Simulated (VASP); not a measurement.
VASP runs on PtAs$_{2}$ (space group Pa-3) share one base input (PBE GGA, plane waves, VASP's PBE PAW potentials (set 64)) and change the settings named in each case.

### KPOINTS
```
K-points
0
Gamma
  4 4 4
0 0 0
```

**POSCAR**
```
PtAs2
1
    6.0183570000     0.0000000000     0.0000000000
    0.0000000000     6.0183570000     0.0000000000
    0.0000000000     0.0000000000     6.0183570000
As Pt
8 4
Direct
  0.6170000000   0.8830000000   0.1170000000
  0.1170000000   0.6170000000   0.8830000000
  0.6170000000   0.6170000000   0.6170000000
  0.3830000000   0.3830000000   0.3830000000
  0.8830000000   0.1170000000   0.6170000000
  0.8830000000   0.3830000000   0.1170000000
  0.1170000000   0.8830000000   0.3830000000
  0.3830000000   0.1170000000   0.8830000000
  0.0000000000   0.5000000000   0.5000000000
  0.5000000000   0.0000000000   0.5000000000
  0.0000000000   0.0000000000   0.0000000000
  0.5000000000   0.5000000000   0.0000000000
```

**INCAR**
```
ISMEAR=0   # Gaussian
PREC=Accurate
SYSTEM=PtAs2
LWAVE=.FALSE.
NELM=100   # most electronic steps
LCHARG=.FALSE.
ALGO=Normal   # blocked Davidson
LREAL=.FALSE.
LASPH=.TRUE.   # aspherical one-centre terms
ENCUT=300   # plane-wave cut-off (eV)
GGA=PE   # PBE
EDIFF=1E-6   # SCF stop (eV)
ISIF=2   # forces and stress, cell fixed
LMAXMIX=6   # l cut-off of mixed one-centre charges
SIGMA=0.01
```

POTCAR, in this order: As Pt (PBE.64 set). Program: vasp_std.

| change | E(σ→0) (eV/atom) | pressure (GPa) | gap on the mesh (eV) | −TS (eV) |
|---|---|---|---|---|
| base run | -5.6677 | 2.65 | 0.40 | 0.0000 |
| EDIFF = 1E-09, ENCUT = 420, KPOINTS 6×6×6 Γ-centred mesh | -5.6630 | ___ | ___ | 0.0000 |
| ENCUT = 150, KPOINTS 4×4×4 Γ-centred mesh shifted by (0.5, 0.5, 0.5) | -5.4974 | -60.77 | 0.40 | 0.0000 |
| ENCUT = 240, KPOINTS 2×2×2 Γ-centred mesh | -5.6266 | 1.74 | 0.73 | 0.0000 |
| ENCUT = 180, KPOINTS 6×6×6 Γ-centred mesh | -5.6172 | -17.37 | 0.14 | 0.0000 |
| ENCUT = 180, ISMEAR = 1, SIGMA = 0.272, KPOINTS 1×1×1 Γ-centred mesh | -6.1989 | -22.52 | - | 0.0483 |
| ENCUT = 210, ISMEAR = -1, SIGMA = 0.5, KPOINTS 8×8×8 Γ-centred mesh shifted by (0.5, 0.5, 0.5) | -5.6159 | 0.74 | 0.39 | -3.0393 |

Task: Fill in the missing entries.

Result: 
- EDIFF = 1E-09, ENCUT = 420, KPOINTS 6×6×6 Γ-centred mesh, pressure (GPa): 2.88
- EDIFF = 1E-09, ENCUT = 420, KPOINTS 6×6×6 Γ-centred mesh, gap on the mesh (eV): 0.19

Energies of different potentials or functionals have different zeros.  Unless said otherwise, spin-orbit coupling is left out, though it shifts the bands of the heavy elements here. At 300 eV the pressure can carry a Pulay error.

Left out are runs that ran out of time, are held back, or changed the cell or the kind of run, fixed moments of cells without a moment, rows past the twelfth, gaps on odd meshes, pressures of charged cells and columns that move by less than the noise.

The structure is a typed PtAs2 crystal. The cell was not relaxed at this level, its lattice was scaled by up to 2.5 %.
